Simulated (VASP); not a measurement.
# In3SbO4 (Pmm2) in VASP: relaxation of cell and atoms with PBE

Aim: the relaxation of cell and atoms of In3SbO4 with PBE.

All numbers are computed with VASP 6.6.1; they aren't measurements. Logs are shortened: lines on timing, memory, paths and dates and some standing lists are left out, and cuts for length are marked.

## 1. The structure

Symmetry: Pmm2, No. 25, orthorhombic system. Conventional cell: a = 3.457 Å, b = 3.889 Å, c = 9.799 Å, α = 90.00°, β = 90.00°, γ = 90.00°. In (site symmetry mm2) has 7 O at 2.57 to 2.89 Å as nearest neighbours. Around In (site symmetry mm2) lie 7 O at 2.59 to 2.86 Å. In (site symmetry mm2) has 7 O at 2.57 to 2.92 Å as nearest neighbours. Around Sb (site symmetry mm2) lie 7 O at 2.57 to 2.92 Å. Around O (site symmetry mm2) lie 1 Sb at 2.57 Å and 6 In at 2.65 to 2.89 Å and 2 O at 2.65 Å. O (site symmetry mm2) has 5 In at 2.57 to 2.65 Å and 2 O at 2.68 Å and 2 Sb at 2.92 Å as nearest neighbours. Around O (site symmetry mm2) lie 3 In at 2.59 to 2.92 Å and 4 Sb at 2.65 Å and 2 O at 2.68 Å. O (site symmetry mm2) is surrounded by 7 In at 2.57 to 2.86 Å and 2 O at 2.65 Å.

The cell was built by a generator and needn't be a form met in nature.

## 2. Relaxation of cell and atoms, PBE

INCAR

```
SYSTEM = In3SbO4
PREC = Normal ; ENCUT = 520
EDIFF = 1E-4 ; ISMEAR = 0
SIGMA = 0.15 ; LREAL = .False.
LASPH = .True. ; NELM = 60
ALGO = Fast ; ISIF = 3
LWAVE = .False. ; LCHARG = .False.
GGA = PE ; IBRION = 2
NSW = 24 ; EDIFFG = -0.08
```

KPOINTS

```
regular mesh
0
Gamma
  4 4 2
  0 0 0
```

POSCAR

```
In3SbO4
1.0
    3.4574264700      0.0000000000      0.0000000000
    0.0000000000      3.8888294700      0.0000000000
    0.0000000000      0.0000000000      9.7993909200
In Sb O
3 1 4
Direct
    0.0000000000      0.5000000000      0.8560288500
    0.0000000000      0.0000000000      0.1416228600
    0.5000000000      0.0000000000      0.6461967200
    0.5000000000      0.5000000000      0.3545809100
    0.5000000000      0.5000000000      0.0925287500
    0.0000000000      0.5000000000      0.5942217700
    0.0000000000      0.0000000000      0.4061632500
    0.5000000000      0.0000000000      0.9086578500
```

Potentials or basis: VASP PAW PBE potentials, release 64 (In_d, Sb, O).

Command:

```console
> cat potpaw_PBE.64/In_d/POTCAR potpaw_PBE.64/Sb/POTCAR potpaw_PBE.64/O/POTCAR > POTCAR
> mpirun -np 1 vasp_std > vasp.out
```

OUTCAR:

```text
SYSTEM = In3SbO4
   PREC = Normal
   ENCUT = 520
   EDIFF = 1E-4
   ISMEAR = 0
   LREAL = .False.
   LASPH = .True.
   NELM = 60
   ISIF = 3
   GGA = PE
   IBRION = 2
   NSW = 24
   EDIFFG = -0.08

 ion  position               nearest neighbor table
   1  0.000  0.500  0.856-   6 2.57   8 2.65   8 2.65   8 2.65   8 2.65   5 2.89   5 2.89   3 3.32
                             3 3.32   3 3.32   3 3.32   2 3.41   2 3.41
   2  0.000  0.000  0.142-   7 2.59   5 2.65   5 2.65   5 2.65   5 2.65   8 2.86   8 2.86   4 3.34
                             4 3.34   4 3.34   4 3.34   1 3.41   1 3.41
   3  0.500  0.000  0.646-   8 2.57   6 2.65   6 2.65   6 2.65   6 2.65   7 2.92   7 2.92   1 3.32
                             1 3.32   1 3.32   1 3.32   4 3.46   4 3.46
   4  0.500  0.500  0.355-   5 2.57   7 2.65   7 2.65   7 2.65   7 2.65   2 3.34   2 3.34   2 3.34
                             2 3.34   3 3.46   3 3.46
   5  0.500  0.500  0.093-   4 2.57   2 2.65   2 2.65   2 2.65   2 2.65   1 2.89   1 2.89
   6  0.000  0.500  0.594-   1 2.57   3 2.65   3 2.65   3 2.65   3 2.65
   7  0.000  0.000  0.406-   2 2.59   4 2.65   4 2.65   4 2.65   4 2.65   3 2.92   3 2.92
   8  0.500  0.000  0.909-   3 2.57   1 2.65   1 2.65   1 2.65   1 2.65   2 2.86   2 2.86

  LATTYP: Found a simple orthorhombic cell.
 ALAT       =     3.4574264700
 B/A-ratio  =     1.1247757555
 C/A-ratio  =     2.8343020466

  Lattice vectors:

 A1 = (   3.4574264700,   0.0000000000,   0.0000000000)
 A2 = (   0.0000000000,   3.8888294700,   0.0000000000)
 A3 = (   0.0000000000,   0.0000000000,   9.7993909200)

Analysis of symmetry for initial positions (statically):
=====================================================================
 Subroutine PRICEL returns:
 Original cell was already a primitive cell.

 Routine SETGRP: Setting up the symmetry group for a
 simple orthorhombic supercell.

 Subroutine GETGRP returns: Found  4 space group operations
 (whereof  4 operations were pure point group operations)
 out of a pool of  8 trial point group operations.

The static configuration has the point symmetry C_2v.

Analysis of symmetry for dynamics (positions and initial velocities):
=====================================================================
 Subroutine PRICEL returns:
 Original cell was already a primitive cell.

 Routine SETGRP: Setting up the symmetry group for a
 simple orthorhombic supercell.

 Subroutine GETGRP returns: Found  4 space group operations
 (whereof  4 operations were pure point group operations)
 out of a pool of  8 trial point group operations.

The dynamic configuration has the point symmetry C_2v.

 Subroutine INISYM returns: Found  4 space group operations
 (whereof  4 operations are pure point group operations),
 and found     1 'primitive' translations

----------------------------------------------------------------------------------------

                                     Primitive cell

  volume of cell :     131.7562

  direct lattice vectors                    reciprocal lattice vectors
     3.457426470  0.000000000  0.000000000     0.289232471  0.000000000  0.000000000
     0.000000000  3.888829470  0.000000000     0.000000000  0.257146786  0.000000000
     0.000000000  0.000000000  9.799390920     0.000000000  0.000000000  0.102047159

  length of vectors
     3.457426470  3.888829470  9.799390920     0.289232471  0.257146786  0.102047159

  position of ions in fractional coordinates (direct lattice)
     0.000000000  0.500000000  0.856028850
     0.000000000  0.000000000  0.141622860
     0.500000000  0.000000000  0.646196720
     0.500000000  0.500000000  0.354580910
     0.500000000  0.500000000  0.092528750
     0.000000000  0.500000000  0.594221770
     0.000000000  0.000000000  0.406163250
     0.500000000  0.000000000  0.908657850

  ion indices of the primitive-cell ions
   primitive index   ion index
                 1           1
                 2           2
                 3           3
                 4           4
                 5           5
                 6           6
                 7           7
                 8           8

----------------------------------------------------------------------------------------

 KPOINTS: regular mesh

Automatic generation of k-mesh.
 Grid dimensions read from file:
 generate k-points for:    4    4    2

 Generating k-lattice:

  Cartesian coordinates                     Fractional coordinates (reciprocal lattice)
     0.072308118  0.000000000  0.000000000     0.250000000  0.000000000  0.000000000
     0.000000000  0.064286697  0.000000000     0.000000000  0.250000000  0.000000000
     0.000000000  0.000000000  0.051023579     0.000000000  0.000000000  0.500000000

  Length of vectors
     0.072308118  0.064286697  0.051023579

  Shift w.r.t. Gamma in fractional coordinates (k-lattice)
     0.000000000  0.000000000  0.000000000

 Subroutine IBZKPT returns following result:
 ===========================================

 Found     18 irreducible k-points:

 Following reciprocal coordinates:
            Coordinates               Weight
  0.000000  0.000000  0.000000      1.000000
  0.250000  0.000000  0.000000      2.000000
  0.500000  0.000000  0.000000      1.000000
  0.000000  0.250000  0.000000      2.000000
  0.250000  0.250000  0.000000      4.000000
  0.500000  0.250000  0.000000      2.000000
[... 10 lines left out ...]
  0.250000  0.500000  0.500000      2.000000
  0.500000  0.500000  0.500000      1.000000
   k-points           NKPTS =     18   k-points in BZ     NKDIM =     18   number of bands    NBANDS=     40
   number of dos      NEDOS =    301   number of ions     NIONS =      8
   total plane-waves  NPLWV =  26880
   dimension x,y,z NGX =    20 NGY =   24 NGZ =   56
   dimension x,y,z NGXF=    40 NGYF=   48 NGZF=  112
   ions per type =               3   1   4
   NGX,Y,Z   is equivalent  to a cutoff of   9.62, 10.26,  9.50 a.u.
   NGXF,Y,Z  is equivalent  to a cutoff of  19.23, 20.52, 19.00 a.u.
 SYSTEM =  In3SbO4
   PREC   = normal    normal or accurate (medium, high low for compatibility)
   ISTART =      0    job   : 0-new  1-cont  2-samecut
   ICHARG =      2    charge: 1-file 2-atom 10-const
   ISPIN  =      1    spin polarized calculation?
   LNONCOLLINEAR =      F non collinear calculations
   LSORBIT =      F    spin-orbit coupling
   LASPH  =      T    aspherical Exc in radial PAW
   ENCUT  =  520.0 eV  38.22 Ry    6.18 a.u.   6.43  7.23 18.22*2*pi/ulx,y,z
   NELM   =     60;   NELMIN=  2; NELMDL= -5     # of ELM steps
   EDIFF  = 0.1E-03   stopping-criterion for ELM
   LREAL  =      F    real-space projection
   EDIFFG = -.8E-01   stopping-criterion for IOM
   NSW    =     24    number of steps for IOM
   IBRION =      2    ionic relax: 0-MD 1-quasi-New 2-CG
   NFREE  =      1    steps in history (QN), initial steepest desc. (CG)
   ISIF   =      3    stress and relaxation
   ISYM   =      2    0-nonsym 1-usesym 2-fastsym
   POTIM  = 0.5000    time-step for ionic-motion
   TEBEG  =    0.0;   TEEND  =   0.0 temperature during run
   PSTRESS=    0.0 pullay stress
   NELECT =      68.0000    total number of electrons
   NUPDOWN=      -1.0000    fix difference up-down
   EMIN   =  10.00;   EMAX   =-10.00  energy-range for DOS
   EFERMI =   0.00;   METHOD = LEGACY
   ISMEAR =     0;   SIGMA  =   0.15  broadening in eV -4-tet -1-fermi 0-gaus
   EFERMI_NEDOS =   21; number of points for ismear=-14 and -15
   IALGO  =     68    algorithm
   IMIX   =      4    mixing-type and parameters
     AMIX     =   0.40;   BMIX     =  1.00
     AMIX_MAG =   1.60;   BMIX_MAG =  1.00
  volume/ion in A,a.u.               =      16.47       111.14
  Fermi-wavevector in a.u.,A,eV,Ry     =   1.313170  2.481531 23.462083  1.724414
  Thomas-Fermi vector in A             =   2.443511
   LORBIT       =      0    0 simple, 1 ext, 2 COOP (PROOUT), +10 PAW based schemes
   GGA     = PE    functional components
   LHFCALC =     F    Hartree Fock is set to
   AEXX    =    0.0000 exact exchange contribution
   IVDW    =     0    specifies the selected vdW correction
   LEPSILON=     F    determine dielectric tensor
   LRPA    =     F    only Hartree local field effects (RPA)
 conjugate gradient relaxation of ions
 non-spin polarized calculation
 RMM-DIIS sequential band-by-band and
 Gauss-broadening in eV      SIGMA  =   0.15
  energy-cutoff  :      520.00
  volume of cell :      131.76
 maximum number of plane-waves:      3591
   NGX = 13   NGY = 15   NGZ = 37

--------------------------------------- Ionic step        1  -------------------------------------------

 number of electron      68.0000090 magnetization

 Free energy of the ion-electron system (eV)
  ---------------------------------------------------
  ext. energy  EPLUGINS =         0.00000000
  ---------------------------------------------------
  free energy    TOTEN  =       -34.31315579 eV

  energy without entropy =      -34.24991000  energy(sigma->0) =      -34.28153289

------------------------ aborting loop because EDIFF is reached ----------------------------------------

  FORCE on cell =-STRESS in cart. coord.  units (eV):
  Direction    XX          YY          ZZ          XY          YZ          ZX
  --------------------------------------------------------------------------------------
  -------------------------------------------------------------------------------------
  Total       -8.7831766     -5.6441093     -3.6783314      0.0000000      0.0000000      0.0000000
  in kB     -106.8049209    -68.6333294    -44.7291347      0.0000000      0.0000000      0.0000000
  external PRESSURE =     -73.3891283 kB  Pullay stress =       0.0000000 kB
[... 107 lines left out ...]
  FREE ENERGIE OF THE ION-ELECTRON SYSTEM (eV)
  ---------------------------------------------------
  free  energy   TOTEN  =       -35.2024995957 eV

  energy  without entropy=      -35.1442429461  energy(sigma->0) =      -35.17337127

[... ionic steps 4 to 16 ...]

--------------------------------------- Ionic step       17  -------------------------------------------

 number of electron      67.9999963 magnetization

------------------------ aborting loop because EDIFF is reached ----------------------------------------

  FORCE on cell =-STRESS in cart. coord.  units (eV):
  Direction    XX          YY          ZZ          XY          YZ          ZX
  --------------------------------------------------------------------------------------
  -------------------------------------------------------------------------------------
  Total        0.5796860     -0.6820944     -0.4176192      0.0000000      0.0000000      0.0000000
  in kB        7.4766891     -8.7975352     -5.3863796      0.0000000      0.0000000      0.0000000
  external PRESSURE =      -2.2357419 kB  Pullay stress =       0.0000000 kB
[... 69 lines left out ...]
  energy  without entropy=      -39.3223306163  energy(sigma->0) =      -39.33539598

--------------------------------------- Ionic step       19  -------------------------------------------

 number of electron      67.9999969 magnetization

 Free energy of the ion-electron system (eV)
  ---------------------------------------------------
  ext. energy  EPLUGINS =         0.00000000
  ---------------------------------------------------
  free energy    TOTEN  =       -39.34813090 eV

  energy without entropy =      -39.32211554  energy(sigma->0) =      -39.33512322

 E-fermi :   7.8621     XC(G=0): -10.8655

 val. band max:        7.8375248496   @ k =   0.5000   0.0000   0.5000
 cond. band min:       7.9113994606   @ k =   0.5000   0.0000   0.0000
 fundamental gap:      0.0738746110
 Fermi energy:         7.8620831593

 k-point     1 :       0.0000    0.0000    0.0000
  band No.  band energies     occupation
      1     -12.3301      2.00000
      2     -11.1551      2.00000
      3     -10.7553      2.00000
      4     -10.5435      2.00000
      5      -6.8570      2.00000
      6      -6.8382      2.00000
[... 798 lines left out ...]
  FREE ENERGIE OF THE ION-ELECTRON SYSTEM (eV)
  ---------------------------------------------------
  free  energy   TOTEN  =       -39.3481308997 eV

  energy  without entropy=      -39.3221155387  energy(sigma->0) =      -39.33512322

 reached required accuracy - stopping structural energy minimisation
```

Wall time 13 min (1 thread of Intel Xeon Platinum 8259CL at 2.50GHz (Skylake/Cascade Lake), shared host); peak memory 0.23 GiB.

Results:

```
Free energy                            : -39.3481 eV
Relaxed volume                         : 15.43 Å³/atom
Relaxed cell                           : a = 3.423 Å, b = 3.269 Å, c = 11.031 Å, α = 90.00°, β = 90.00°, γ = 90.00°
Space group after relaxing (to 0.05 Å) : Pmm2 (No. 25)
Energy gained by relaxing              : 629.4 meV/atom
Ionic steps                            : 19
Pressure after relaxing                : 0.3 GPa
Largest force after relaxing           : 0.078 eV/Å
Band gap on the k mesh                 : none (metal or under the smearing width)
```

Forces in eV/Å, atoms in the order of the input:
```
In   0.000  0.000  0.057
In   0.000  0.000 -0.040
In   0.000  0.000 -0.078
Sb   0.000  0.000 -0.025
O    0.000  0.000 -0.001
O    0.000  0.000  0.072
O    0.000  0.000 -0.027
O    0.000  0.000  0.041
```

Step by step:
```
step  energy change (eV)  largest force (eV/Å)  pressure (GPa)  volume (Å³)
   1              0.0000                1.7399           -7.34       131.76
   2             -0.8535                1.2097            2.14       117.86
   3             -0.8893                1.1600            6.50       113.98
   4             -1.5281                1.1197            5.02       116.34
   5             -2.1754                1.1798            1.27       120.38
   6             -2.2236                1.1935           -1.14       122.19
   7             -2.7574                1.4633           -2.81       123.08
   8             -3.6584                3.1262           -6.68       125.01
   9             -4.3765                2.4709           -0.40       119.48
  10             -4.4016                2.1162            1.06       118.37
  11             -4.7307                1.1408            1.45       119.47
  12             -4.9486                0.6855            2.56       120.93
  13             -4.9690                0.9120            3.08       121.56
  14             -5.0083                0.3632           -2.06       126.11
  15             -5.0202                0.1624           -0.38       124.47
  16             -5.0202                0.1958           -0.52       124.55
  17             -5.0286                0.1129           -0.22       124.22
  18             -5.0353                0.0865            0.15       123.53
  19             -5.0350                0.0780            0.34       123.43
```

Final structure:
```yaml
crystal:
  lattice:
    - [3.42282, 0.00000, 0.00000]
    - [0.00000, 3.26901, 0.00000]
    - [0.00000, 0.00000, 11.03133]
  atoms:
    - { symbol: In, position: [0.00000, 0.50000, 0.87343] }
    - { symbol: In, position: [0.00000, 0.00000, 0.11152] }
    - { symbol: In, position: [0.50000, 0.00000, 0.63375] }
    - { symbol: Sb, position: [0.50000, 0.50000, 0.36818] }
    - { symbol: O, position: [0.50000, 0.50000, 0.18373] }
    - { symbol: O, position: [0.00000, 0.50000, 0.66668] }
    - { symbol: O, position: [0.00000, 0.00000, 0.33067] }
    - { symbol: O, position: [0.50000, 0.00000, 0.83204] }
```

Caveat: the k mesh is coarse (spacing up to 0.45 Å⁻¹), so the values aren't converged; the relaxation stopped at a loose force limit of 0.08 eV/Å, so its end isn't a converged minimum. Spin-orbit coupling is left out, which matters for the levels of Sb.
